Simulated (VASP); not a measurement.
# MgCdHg (I4mm) in VASP: single point with PBE

Aim: the single point of MgCdHg with PBE.

Everything below comes from runs of VASP 6.6.1. Logs are shortened: lines on timing, memory, paths and dates and some standing lists are left out, and cuts for length are marked.

### Step 1. The structure

It takes space group I4mm (No. 107, tetragonal). Conventional cell: a = 3.876 Å, b = 3.876 Å, c = 8.905 Å, α = 90.00°, β = 90.00°, γ = 90.00°. Around Mg (site symmetry 4mm) lie 5 Cd at 2.95 to 3.13 Å and 5 Hg at 2.99 to 3.11 Å. Around Cd (site symmetry 4mm) lie 5 Mg at 2.95 to 3.13 Å and 5 Hg at 2.97 to 3.12 Å. Around Hg (site symmetry 4mm) lie 5 Cd at 2.97 to 3.12 Å and 5 Mg at 2.99 to 3.11 Å.

The cell comes from a database or a generator and needn't be the stable form of this composition.

### Step 2. Single point, PBE

INCAR

```
PREC = Accurate
ENCUT = 520
EDIFF = 1E-6
ISMEAR = 0
SIGMA = 0.1
LREAL = F
LASPH = T
NELM = 100
ALGO = Fast
ISIF = 2
LWAVE = F
LCHARG = T
GGA = PE
LELF = T
LVHAR = T
NBANDS = 20
```

KPOINTS

```
regular mesh
0
Gamma
  14 14 14
```

POSCAR

```
MgCdHg
1.0
   -1.9381205488      1.9381205488      4.4525468120
    1.9381205488     -1.9381205488      4.4525468120
    1.9381205488      1.9381205488     -4.4525468120
Mg Cd Hg
1 1 1
Direct
    0.6653647962      0.6653647962      0.0000000000
    0.3339694543      0.3339694543      0.0000000000
    0.0006657395      0.0006657395      0.0000000000
```

Potentials or basis: VASP PAW PBE potentials, release 64 (Mg, Cd, Hg).

On the command line:

```
$ cat potpaw_PBE.64/Mg/POTCAR potpaw_PBE.64/Cd/POTCAR potpaw_PBE.64/Hg/POTCAR > POTCAR
$ mpirun -np 1 vasp_std > vasp.out
```

OUTCAR:

```text
PREC = Accurate
   ENCUT = 520
   EDIFF = 1E-6
   ISMEAR = 0
   LREAL = F
   LASPH = T
   NELM = 100
   ISIF = 2
   GGA = PE

 ion  position               nearest neighbor table
   1  0.665  0.665  0.000-   2 2.95   3 2.99   3 3.11   3 3.11   3 3.11   3 3.11   2 3.13   2 3.13
                             2 3.13   2 3.13
   2  0.334  0.334  0.000-   1 2.95   3 2.97   3 3.12   3 3.12   3 3.12   3 3.12   1 3.13   1 3.13
                             1 3.13   1 3.13
   3  0.001  0.001  0.000-   2 2.97   1 2.99   1 3.11   1 3.11   1 3.11   1 3.11   2 3.12   2 3.12
                             2 3.12   2 3.12

  LATTYP: Found a body centered tetragonal cell.
 ALAT       =     3.8762410976
 C/A-ratio  =     2.2973528735

  Lattice vectors:

 A1 = (  -1.9381205488,   1.9381205488,   4.4525468120)
 A2 = (   1.9381205488,  -1.9381205488,   4.4525468120)
 A3 = (   1.9381205488,   1.9381205488,  -4.4525468120)

Analysis of symmetry for initial positions (statically):
=====================================================================
 Subroutine PRICEL returns:
 Original cell was already a primitive cell.

 Routine SETGRP: Setting up the symmetry group for a
 body centered tetragonal supercell.

 Subroutine GETGRP returns: Found  8 space group operations
 (whereof  8 operations were pure point group operations)
 out of a pool of 16 trial point group operations.

The static configuration has the point symmetry C_4v.

Analysis of symmetry for dynamics (positions and initial velocities):
=====================================================================
 Subroutine PRICEL returns:
 Original cell was already a primitive cell.

 Routine SETGRP: Setting up the symmetry group for a
 body centered tetragonal supercell.

 Subroutine GETGRP returns: Found  8 space group operations
 (whereof  8 operations were pure point group operations)
 out of a pool of 16 trial point group operations.

The dynamic configuration has the point symmetry C_4v.

 Subroutine INISYM returns: Found  8 space group operations
 (whereof  8 operations are pure point group operations),
 and found     1 'primitive' translations

----------------------------------------------------------------------------------------

                                     Primitive cell

  volume of cell :      66.9006

  direct lattice vectors                    reciprocal lattice vectors
    -1.938120549  1.938120549  4.452546812     0.000000000  0.257981889  0.112295282
     1.938120549 -1.938120549  4.452546812     0.257981889  0.000000000  0.112295282
     1.938120549  1.938120549 -4.452546812     0.257981889  0.257981889  0.000000000

  length of vectors
     5.228555789  5.228555789  5.228555789     0.281362551  0.281362551  0.364841486

  position of ions in fractional coordinates (direct lattice)
     0.665364796  0.665364796  0.000000000
     0.333969454  0.333969454  0.000000000
     0.000665740  0.000665740  0.000000000

  ion indices of the primitive-cell ions
   primitive index   ion index
                 1           1
                 2           2
                 3           3

----------------------------------------------------------------------------------------

 KPOINTS: regular mesh

Automatic generation of k-mesh.
 Grid dimensions read from file:
 generate k-points for:   14   14   14

 Generating k-lattice:

  Cartesian coordinates                     Fractional coordinates (reciprocal lattice)
     0.000000000  0.018427278  0.008021092     0.071428571  0.000000000 -0.000000000
     0.018427278  0.000000000  0.008021092     0.000000000  0.071428571 -0.000000000
     0.018427278  0.018427278  0.000000000     0.000000000  0.000000000  0.071428571

  Length of vectors
     0.020097325  0.020097325  0.026060106

  Shift w.r.t. Gamma in fractional coordinates (k-lattice)
     0.000000000  0.000000000  0.000000000

 Subroutine IBZKPT returns following result:
 ===========================================

 Found    244 irreducible k-points:

 Following reciprocal coordinates:
            Coordinates               Weight
  0.000000  0.000000  0.000000      1.000000
  0.071429 -0.000000  0.000000      8.000000
  0.142857 -0.000000  0.000000      8.000000
  0.214286 -0.000000  0.000000      8.000000
  0.285714 -0.000000  0.000000      8.000000
  0.357143  0.000000  0.000000      8.000000
[... 16 lines left out ...]
  0.214286  0.142857  0.000000     16.000000
  0.285714  0.142857  0.000000     16.000000
 [... further k-points ...]
   k-points           NKPTS =    244   k-points in BZ     NKDIM =    244   number of bands    NBANDS=     20
   number of dos      NEDOS =    301   number of ions     NIONS =      3
   total plane-waves  NPLWV =  64000
   dimension x,y,z NGX =    40 NGY =   40 NGZ =   40
   dimension x,y,z NGXF=    80 NGYF=   80 NGZF=   80
   ions per type =               1   1   1
   NGX,Y,Z   is equivalent  to a cutoff of  12.72, 12.72, 12.72 a.u.
   NGXF,Y,Z  is equivalent  to a cutoff of  25.44, 25.44, 25.44 a.u.
 SYSTEM =  unknown system
   PREC   = accura    normal or accurate (medium, high low for compatibility)
   ISTART =      0    job   : 0-new  1-cont  2-samecut
   ICHARG =      2    charge: 1-file 2-atom 10-const
   ISPIN  =      1    spin polarized calculation?
   LNONCOLLINEAR =      F non collinear calculations
   LSORBIT =      F    spin-orbit coupling
   LASPH  =      T    aspherical Exc in radial PAW
   ENCUT  =  520.0 eV  38.22 Ry    6.18 a.u.   9.72  9.72  9.72*2*pi/ulx,y,z
   NELM   =    100;   NELMIN=  2; NELMDL= -5     # of ELM steps
   EDIFF  = 0.1E-05   stopping-criterion for ELM
   LREAL  =      F    real-space projection
   EDIFFG = 0.1E-04   stopping-criterion for IOM
   NSW    =      0    number of steps for IOM
   IBRION =     -1    ionic relax: 0-MD 1-quasi-New 2-CG
   NFREE  =      0    steps in history (QN), initial steepest desc. (CG)
   ISIF   =      2    stress and relaxation
   ISYM   =      2    0-nonsym 1-usesym 2-fastsym
   POTIM  = 0.5000    time-step for ionic-motion
   TEBEG  =    0.0;   TEEND  =   0.0 temperature during run
   PSTRESS=    0.0 pullay stress
   NELECT =      26.0000    total number of electrons
   NUPDOWN=      -1.0000    fix difference up-down
   EMIN   =  10.00;   EMAX   =-10.00  energy-range for DOS
   EFERMI =   0.00;   METHOD = LEGACY
   ISMEAR =     0;   SIGMA  =   0.10  broadening in eV -4-tet -1-fermi 0-gaus
   EFERMI_NEDOS =   21; number of points for ismear=-14 and -15
   IALGO  =     68    algorithm
   IMIX   =      4    mixing-type and parameters
     AMIX     =   0.40;   BMIX     =  1.00
     AMIX_MAG =   1.60;   BMIX_MAG =  1.00
  volume/ion in A,a.u.               =      22.30       150.49
  Fermi-wavevector in a.u.,A,eV,Ry     =   1.194692  2.257640 19.419443  1.427289
  Thomas-Fermi vector in A             =   2.330676
   LORBIT       =      0    0 simple, 1 ext, 2 COOP (PROOUT), +10 PAW based schemes
   GGA     = PE    functional components
   LHFCALC =     F    Hartree Fock is set to
   AEXX    =    0.0000 exact exchange contribution
   IVDW    =     0    specifies the selected vdW correction
   LEPSILON=     F    determine dielectric tensor
   LRPA    =     F    only Hartree local field effects (RPA)
 non-spin polarized calculation
 RMM-DIIS sequential band-by-band and
 Gauss-broadening in eV      SIGMA  =   0.10
  energy-cutoff  :      520.00
  volume of cell :       66.90
 maximum number of plane-waves:      1834
   NGX = 19   NGY = 19   NGZ = 19

 number of electron      26.0000000 magnetization

 Free energy of the ion-electron system (eV)
  ---------------------------------------------------
  ext. energy  EPLUGINS =         0.00000000
  ---------------------------------------------------
  free energy    TOTEN  =        -2.77524733 eV

  energy without entropy =       -2.77098246  energy(sigma->0) =       -2.77311490

 E-fermi :   3.0713     XC(G=0): -10.1972

 val. band max:        3.0693473123   @ k =  -0.2857  -0.2857   0.0714
 cond. band min:       3.0797766283   @ k =   0.1429   0.1429   0.1429
 fundamental gap:      0.0104293160
 Fermi energy:         3.0713172515

 k-point     1 :       0.0000    0.0000    0.0000
  band No.  band energies     occupation
      1      -6.0064      2.00000
      2      -5.9786      2.00000
      3      -5.8417      2.00000
      4      -5.8000      2.00000
      5      -5.8000      2.00000
      6      -5.6178      2.00000
[... 12 lines left out ...]
     19       8.3425      0.00000
     20       8.6931      0.00000

 k-point     2 :       0.0714   -0.0000    0.0000
  band No.  band energies     occupation
      1      -6.0043      2.00000
      2      -5.9707      2.00000
      3      -5.8557      2.00000
      4      -5.8142      2.00000
      5      -5.7953      2.00000
      6      -5.5521      2.00000
[... 12 lines left out ...]
     19       8.6416      0.00000
     20       9.6246      0.00000

 k-point     3 :       0.1429   -0.0000    0.0000
  band No.  band energies     occupation
      1      -6.0041      2.00000
      2      -5.9467      2.00000
      3      -5.8827      2.00000
      4      -5.8491      2.00000
      5      -5.7940      2.00000
      6      -5.3600      2.00000
[... 12 lines left out ...]
     19       9.2227      0.00000
     20      10.9917      0.00000

 k-point     4 :       0.2143   -0.0000    0.0000
  band No.  band energies     occupation
      1      -6.0103      2.00000
      2      -5.9191      2.00000
      3      -5.9097      2.00000
      4      -5.8862      2.00000
      5      -5.8036      2.00000
      6      -5.0637      2.00000
[... 429 lines left out ...]
 k-point    23 :       0.2143    0.1429    0.0000
  band No.  band energies     occupation
      1      -6.0201      2.00000
      2      -5.9442      2.00000
      3      -5.8944      2.00000
      4      -5.8719      2.00000
      5      -5.8376      2.00000
      6      -4.7592      2.00000
[... 12 lines left out ...]
     19      10.6698      0.00000
     20      12.0102      0.00000

 k-point    24 :       0.2857    0.1429    0.0000
  band No.  band energies     occupation
      1      -6.0308      2.00000
      2      -5.9663      2.00000
      3      -5.9123      2.00000
      4      -5.8665      2.00000
      5      -5.8305      2.00000
      6      -4.5810      2.00000
[... 12 lines left out ...]
     19      10.8584      0.00000
     20      12.3936      0.00000

 [... further k-points ...]

------------------------ aborting loop because EDIFF is reached ----------------------------------------

  FORCE on cell =-STRESS in cart. coord.  units (eV):
  Direction    XX          YY          ZZ          XY          YZ          ZX
  --------------------------------------------------------------------------------------
  -------------------------------------------------------------------------------------
  Total        0.0258101      0.0258101      0.0500334      0.0000000      0.0000000      0.0000000
  in kB        0.6181159      0.6181159      1.1982313      0.0000000      0.0000000      0.0000000
  external PRESSURE =       0.8114877 kB  Pullay stress =       0.0000000 kB

 VOLUME and BASIS-vectors are now :
 -----------------------------------------------------------------------------
  energy-cutoff  :      520.00
  volume of cell :       66.90
      direct lattice vectors                 reciprocal lattice vectors
    -1.938120549  1.938120549  4.452546812     0.000000000  0.257981889  0.112295282
     1.938120549 -1.938120549  4.452546812     0.257981889  0.000000000  0.112295282
     1.938120549  1.938120549 -4.452546812     0.257981889  0.257981889  0.000000000

 POSITION                                       TOTAL-FORCE (eV/Angst)
 -----------------------------------------------------------------------------------
      0.00000      0.00000      5.92514        -0.000000     -0.000000      0.001702
      0.00000      0.00000      2.97403         0.000000      0.000000     -0.001903
      0.00000      0.00000      0.00593        -0.000000     -0.000000      0.000201
 -----------------------------------------------------------------------------------
    total drift:                               -0.000000     -0.000000      0.000130

  FREE ENERGIE OF THE ION-ELECTRON SYSTEM (eV)
  ---------------------------------------------------
  free  energy   TOTEN  =        -2.7752473317 eV

  energy  without entropy=       -2.7709824632  energy(sigma->0) =       -2.77311490
```

Run time: 6.5 min. Hardware: 1 thread of Intel Xeon Platinum 8488C (Sapphire Rapids), shared host; peak memory 0.54 GiB.

What came out:

| Quantity | Value |
| --- | --- |
| Free energy | -2.7752 eV |
| Pressure | 0.1 GPa |
| Band gap on the k mesh | none (metal or under the smearing width) |
